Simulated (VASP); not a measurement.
Consider the following.

```xyz
2
Lattice="1.3591 -2.3540 0.0000 1.3591 2.3540 0.0000 0.0000 0.0000 4.3006" Properties=species:S:1:pos:R:3 pbc="T T T"
Ru     1.3591     0.7847     1.0752
Ru     1.3591    -0.7847     3.2255
```

Level of theory: PBE GGA, VASP's PBE PAW potentials (set 64) (plane waves; VASP). Run with 500 eV cut-off, 15×15×9 Γ-centred mesh, first-order Methfessel-Paxton smearing of 0.10 eV, potentials Ru_pv.

Question: The ions, cell shape and volume at an external pressure of 5.0 GPa are relaxed. What does this cell relax into?

Answer: 
```xyz
2
Lattice="1.3522 -2.3421 0.0000 1.3522 2.3421 0.0000 0.0000 0.0000 4.2790" Properties=species:S:1:pos:R:3 pbc="T T T"
Ru     1.3522     0.7807     1.0697
Ru     1.3522    -0.7807     3.2092
```
Space group P6_3/mmc (194), at a tolerance of 0.03 Å.

Question: How do energy and volume change from the first to the last step?

Answer: The energy (σ→0) changes by +3.1 meV/atom and the volume by -1.5 %, in 3 ionic steps.

The compound is Ru in the hcp structure. This run relaxes it under an external pressure of 5 GPa. Symmetry was kept, so distortions that lower it aren't found.
